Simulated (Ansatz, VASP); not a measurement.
# Cross-check of GaN between VASP and Ansatz, part 2 of 2

One calculation is typed for both programs; each brings its own data sets. How far apart do they land? The cell is taken from a series of runs on this material, whose earlier steps may have relaxed, scaled, displaced or heated it; both programs get it as it stands.

VASP 6.6.1 and Ansatz 0.2.0.

So far: Set-up; VASP: zone-centre phonons, LDA.

### Step 3. Ansatz: zone-centre phonons, LDA

Level of this step: Ansatz beside VASP: Kohn-Sham DFT, plane waves, LDA (Ansatz).

Ansatz runs on its PAW soft_1 files.

The same cell, functional (in two slightly different forms) and mesh now go to Ansatz, which takes its cutoff from its data sets.

input.yaml

```yaml
crystal:
  lattice:
    - [0.0, 2.2122474811, 2.272154563]
    - [2.2122474811, 0.0, 2.272154563]
    - [2.2122474811, 2.2122474811, 0.0]
  atoms:
    - { symbol: "N", position: [0.25, 0.25, 0.25] }
    - { symbol: Ga, position: [0.0, 0.0, 0.0] }
kpoints:
  mp_grid: { grid: [12, 12, 12] }
hamiltonian:
  xc: lda
  pseudopotentials: { kind: paw, azcp: { folder: soft_1 }, xc_functional: pbe }
scf:
  occupations: { method: fixed }
output:
  eigenvalues: true
phonons:
  method: dfpt
  dielectric: true
  rigid_motions: translations
```

On the command line:

```
$ ansatz run input.yaml --threads 4 --pin off --max-ram 10240MiB --backend cpu --events-out ev --progress --plain --runs-dir out
```

Numbers of over 12 decimals in the logs are rounded to 6 here.

Log:

```text
Engine: ansatz 0.2.0, aarch64-unknown-linux-gnu
Pseudopotentials: kind: paw
Pseudopotential: N, paw, valence charge 5, recommended cutoff 420 eV (normal), soft_1/N.paw.azcp
Pseudopotential: Ga, paw, valence charge 13, recommended cutoff 420 eV (normal), soft_1/Ga.paw.azcp
Functional definition: SPW92
  exchange = slater_x
  correlation = pw_c
Crystal: 2 atoms, lattice volume = 22.240 Å³
Basis set: ecut = 420 eV, 427 PW (Γ), exchange–correlation on 48×48×48 points (8 copies of the dense FFT grid, shifted against one another)
Bands: 13, of which v1, the nominal top of the filled ones, is band 9 counted from 1 (8 counted from 0)
Symmetry: 8 space group operations
k-points: 868 of 1728 (irreducible under 1 space group operation, time reversal used)
Non-local potential: N, projectors of the file, l = 0: 2, l = 1: 2, l = 2: 1
Non-local potential: Ga, projectors of the file, l = 0: 2, l = 1: 2, l = 2: 3, l = 3: 1
PAW form: soft (Blöchl's): semilocal exchange-correlation on the pseudo side does not see the compensation charge
PAW frozen core: N, regenerated for the run's functional, and the local potential with it (the file was generated under x = pbe(κ = 0.804, μ = 0.219515), c = pbe(β = 0.066725))
PAW frozen core: Ga, regenerated for the run's functional, and the local potential with it (the file was generated under x = pbe(κ = 0.804, μ = 0.219515), c = pbe(β = 0.066725))
PAW one-centre angular grid: N, 110 points (default); XC on 64 Gauss nodes
PAW one-centre angular grid: Ga, 590 points (default); XC on 64 Gauss nodes
Initial density: superposition of atomic densities (chi_scale 0.1, normalization cell, long waves kept (reshape's long-wave potential 0.00 eV rms))
Initial wavefunctions: pseudopotential atomic-orbital guess
Functional: x = slater, c = lda
SCF iter   1: F=—  HF=-4082.717614 eV  |F-HF|=—  |Δ(HF+E_count)|=         —  Δρ=1.06e-1  dr2=2.19e0  ethr=3.10e-3  ⟨swp⟩=4.0  Hψ=50004  notcnv=0  defer=1209
preconditioner: auto → none  [insulator: Δε(μ)=2.755 eV  Ē_g=19.269 eV  n_scr=8 (ndim 8)  ℏωp=33.4 eV  f_vac=0.000  ε∞_Penn≈4.0]
SCF iter   2: F=—  HF=-4082.210754 eV  |F-HF|=—  |Δ(HF+E_count)|=   5.07e-1  Δρ=5.86e-2  dr2=4.72e-1  ethr=3.10e-3  ⟨swp⟩=2.1  Hψ=26945  notcnv=0  defer=290
SCF iter   3: F=—  HF=-4082.093963 eV  |F-HF|=—  |Δ(HF+E_count)|=   1.17e-1  Δρ=1.89e-2  dr2=4.01e-2  ethr=2.62e-3  ⟨swp⟩=2.0  Hψ=15682  notcnv=0  defer=1734
SCF iter   4: F=—  HF=-4082.085659 eV  |F-HF|=—  |Δ(HF+E_count)|=   8.30e-3  Δρ=7.78e-3  dr2=5.79e-3  ethr=2.23e-4  ⟨swp⟩=2.0  Hψ=22145  notcnv=0  defer=1734
SCF iter   5: F=—  HF=-4082.082832 eV  |F-HF|=—  |Δ(HF+E_count)|=   2.83e-3  Δρ=9.06e-4  dr2=5.15e-5  ethr=3.22e-5  ⟨swp⟩=2.0  Hψ=20532  notcnv=0  defer=1735
SCF iter   6: F=—  HF=-4082.082817 eV  |F-HF|=—  |Δ(HF+E_count)|=   1.57e-5  Δρ=1.34e-4  dr2=1.91e-6  ethr=2.86e-7  ⟨swp⟩=2.0  Hψ=16644  notcnv=0  defer=274
SCF iter   7: F=—  HF=-4082.082816 eV  |F-HF|=—  |Δ(HF+E_count)|=   4.18e-7  Δρ=1.57e-5  dr2=2.61e-8  ethr=1.06e-8  ⟨swp⟩=2.7  Hψ=18609  notcnv=0
SCF iter   8: F=—  HF=-4082.082816 eV  |F-HF|=—  |Δ(HF+E_count)|=   4.71e-9  Δρ=9.74e-7  dr2=1.64e-10  ethr=1.45e-10  ⟨swp⟩=2.0  Hψ=14040  notcnv=0
SCF iter   9: F=-4082.082816 eV  HF=-4082.082816 eV  |F-HF|=4.55e-13  |Δ(HF+E_count)|=  2.36e-11  Δρ=8.85e-8  dr2=1.14e-12  ethr=1.00e-12  ⟨swp⟩=6.0  Hψ=58775  notcnv=0
SCF 1 converged in 9 iterations: F = -4082.082816 eV  dr2 = 1.14e-12
  greatest PAW one-centre occupation: 0.996 electrons in one spin orbital (limit 2), on the Ga atom at site 1 (counted from 0), in its partial waves of l = 2
NSCF: frozen V_eff on 3 k-points
DFPT response loops at Γ: preconditioner auto → none (the input reference at scf.mixing.eps_inf says where Resta's filter doesn't serve); β = 0.50; Broyden in place of MSR1
── the response to a field inside a basis, on 12×12×12 k-points: an SCF that follows is theirs, and a resumed run solves both again ──
Bands: 10, of which v1, the nominal top of the filled ones, is band 9 counted from 1 (8 counted from 0)
k-points: 468 of 1728 (irreducible under 2 space group operations, time reversal used)
Initial density: handed on by an earlier stage of this run
Initial wavefunctions: pseudopotential atomic-orbital guess (no wavefunctions were taken with the density)
Eigensolver: Dense (468 Hₖ)
SCF iter   1: F=—  HF=-4082.085073 eV  |F-HF|=—  |Δ(HF+E_count)|=         —  Δρ=5.01e-4  dr2=9.61e-6  ethr=1.00e-1
preconditioner: auto → none  [insulator: Δε(μ)=2.096 eV  Ē_g=15.372 eV  n_scr=8 (ndim 8)  ℏωp=33.4 eV  f_vac=0.000  ε∞_Penn≈5.7]
SCF iter   2: F=—  HF=-4082.085072 eV  |F-HF|=—  |Δ(HF+E_count)|=   1.18e-6  Δρ=2.74e-4  dr2=4.60e-6  ethr=5.34e-8
SCF iter   3: F=—  HF=-4082.085073 eV  |F-HF|=—  |Δ(HF+E_count)|=   1.13e-6  Δρ=1.12e-4  dr2=2.41e-6  ethr=2.55e-8
SCF iter   4: F=-4082.085072 eV  HF=-4082.085072 eV  |F-HF|=6.02e-9  |Δ(HF+E_count)|=   1.05e-6  Δρ=1.37e-5  dr2=1.60e-8  ethr=1.34e-8
SCF 1 converged in 4 iterations: F = -4082.085072 eV  dr2 = 1.60e-8
DFPT response loops at Γ: mixed as the last ones told, above
WARN: field response: ε∞ stands inside a basis, on 12×12×12 points; the force constants stand on the 12×12×12 k-mesh, whose period is 13.98 times the interband length at k = (0.0000, 0.0000, 0.0000), direct gap 1.876 eV, under 14: take them and everything formed from them as unconverged, and compare with a denser kpoints.mp_grid
SCF converged after 9 iterations
Free energy (F): -4082.082816 eV
Harris-Foulkes:  -4082.082816 eV  (|F-HF|=4.55e-13)
Internal energy: -4082.082816 eV  (E = F + TS)
E sigma→0 (E₀):  -4082.082816 eV
Fermi energy:    9.756108 eV
--- Per-component energies (eV) ---
  E_band       = -6.277032
  E_kinetic    = 241.516041
  E_local      = -1394.653313  (includes V_loc(G=0)·N_el)
  E_nonlocal   = -51.821400
  E_hartree    = 884.912304
  E_xc         = -121.748422
  E_vxc        = -131.313494  (∫ρ·V_xc dr)
  E_paw        = -2039.281565  (= ΣΔE_a)
  E_vpaw       = -439.830147  (= ΣTr[D̂ρ^β])
  E_aug_tail   = 0.000656  (compensation charges beyond the density's cutoff)
  E_ewald      = -1602.815643
  E_core_change = 1.808525  (= ΣΔE_core)
  E_smearing   = -0.000000  (= −TS)
  E_closure    = -0.000000  (closes the sum)
  Σ components = -4082.082816   (vs F -4082.082816, Δ=0.00e0)
--- Band table (eV; the first three rows and the last of 868) ---
  k-point 0: bands = [... 5 lower, -3.5603, 9.6213, 9.7561, 9.7561, 11.6320, 19.9971, 19.9971, 20.0686]
  k-point 1: bands = [... 5 lower, -3.5620, 8.8951, 9.5862, 9.6814, 12.2607, 19.6340, 20.1307, 20.1682]
  k-point 2: bands = [... 5 lower, -3.5631, 7.4194, 9.3652, 9.4869, 13.1871, 18.9430, 20.3736, 20.4193]
  k-point 867: bands = [... 5 lower, -2.1689, 2.4079, 8.5900, 8.8011, 14.4233, 18.4540, 19.8937, 20.2768]
--- Phonons (Γ-DFPT): 4 representative perturbations + reference, on 868 of 1728 k-points (Σ response iterations 12) ---
  k mesh reduced under 1 symmetry operation, with k and −k counted as one. Each operation leaves every solved perturbation unchanged. A smaller set is not considered because the run solves the response to a homogeneous field
  ASR residual: 5.701e-5 → 0.000e0 eV/Å²; symmetrization residual: 5.292e-6 eV/Å²
  ASR residual per site (eV/Å²): 5.70e-5 6.83e-6
  Γ frequencies (cm⁻¹): 0.00 0.00 0.00 544.21 544.21 552.59
  ε∞ (high-frequency dielectric tensor):
        5.779839     0.000000     0.000000
        0.000000     5.779839     0.000000
        0.000000     0.000000     5.834407
  ε⁰ (static dielectric tensor: ions relaxed, cell fixed):
       10.174895     0.000000     0.000000
        0.000000    10.174895     0.000000
        0.000000     0.000000    10.262696
  ε⁰ − ε∞ (ionic part):
        4.395057     0.000000     0.000000
        0.000000     4.395057     0.000000
        0.000000     0.000000     4.428289
  softest optical mode at Γ: 544.21 cm⁻¹; the repairs (sum rule, projections) moved no ω² at Γ by more than (1.31 cm⁻¹)²
  Born effective charges Z* (e; rows j = field, columns β = displacement):
    site 0:
        -2.61956    0.00000    0.00000
         0.00000   -2.61956   -0.00000
        -0.00000   -0.00000   -2.66991
    site 1:
         2.61956    0.00000    0.00000
         0.00000    2.61956    0.00000
         0.00000    0.00000    2.66991
  Z* charge neutrality: 7.814e-4 e pre-enforcement
  solved inside a basis spanned on kpoints, on 12×12×12 k-points, its susceptibility summed on 16×16×16: ε∞ is read to err by 1.5e-2, Z* by 1.5e-2 e (field_mesh: kpoints solves on kpoints); Z* is corrected for what the basis lacks
  optical modes at Γ without the LO–TO term, one row a degenerate level:
      ω (cm⁻¹)  modes    IR ((D/Å)²/amu)
        544.21      2            27.1461
        552.59      1            14.0998
  optical modes at Γ + LO–TO along q̂ = [1.0000, 0.0000, 0.0000]:
      ω (cm⁻¹)  modes    IR ((D/Å)²/amu)
        544.21      1            13.5731
        552.59      1            14.0998
        722.06      1            13.5731
  optical modes at Γ + LO–TO along q̂ = [0.0000, 1.0000, 0.0000]:
      ω (cm⁻¹)  modes    IR ((D/Å)²/amu)
        544.21      1            13.5731
        552.59      1            14.0998
        722.06      1            13.5731
  optical modes at Γ + LO–TO along q̂ = [0.0000, 0.0000, 1.0000]:
      ω (cm⁻¹)  modes    IR ((D/Å)²/amu)
        544.21      2            27.1461
        732.88      1            14.0998
```

### Step 4. Comparison

Known differences besides the potentials themselves: the two LDA forms differ slightly; fixed occupations in Ansatz, narrow Gaussian smearing in VASP; VASP's response is taken on the typed mesh, Ansatz refines its own for the field response alone; the cutoff is 420 eV in Ansatz and 600 eV in VASP; VASP's log shows a relativistic correction to its local exchange, Ansatz's none; VASP's log repeats an internal error in its field response. Total energies have different zeros and are not compared.

The two programs side by side:

```
                                     quantity  Ansatz   VASP  difference
                                        ε∞ xx    5.78   5.75     +0.61 %
                                        ε∞ yy    5.78   5.75     +0.61 %
                                        ε∞ zz    5.83   5.79     +0.77 %
 Born charge of N1 (mean of the diagonal) (e)   -2.64  -2.63       -0.01
Born charge of Ga2 (mean of the diagonal) (e)    2.64   2.63       +0.01
                   optical mode 1 to 2 (cm⁻¹)   544.2  549.3     -0.92 %
                        optical mode 3 (cm⁻¹)   552.6  558.0     -0.97 %
```

Modes are paired by rising frequency, not by their patterns, so a pair may set unlike modes beside each other; they are those without the splitting of longitudinal modes.

### Step 5. Outcome

```
r.m.s. difference of the optical zone-centre modes, each program's sorted by frequency (zone-centre phonons, LDA) : 5.2 cm⁻¹
difference in optical mode 3 (zone-centre phonons, LDA)                                                           : -1.0 %
```

**Reading.** The r.m.s. difference of the optical zone-centre modes, each program's sorted by frequency is 5.2 cm⁻¹ (zone-centre phonons, LDA). Among the rows given in per cent, the largest difference of the zone-centre phonons, LDA pair is in optical mode 3, -1.0 %. How closely two codes agree says nothing of how well the functional describes the real material.

[Lines on the potential files, build, host, timing and source positions are cut from VASP's logs without a mark.]

[Logs are printed without paths, hosts, clocks, repeated set-up lines and the standing remarks that a program may print on its own settings, such as how far it seeks lower states.]

[Hosts, paths, dates, database ids (printed as entryN), source tags and the programs' standing remarks are cut or masked in the printed files.]
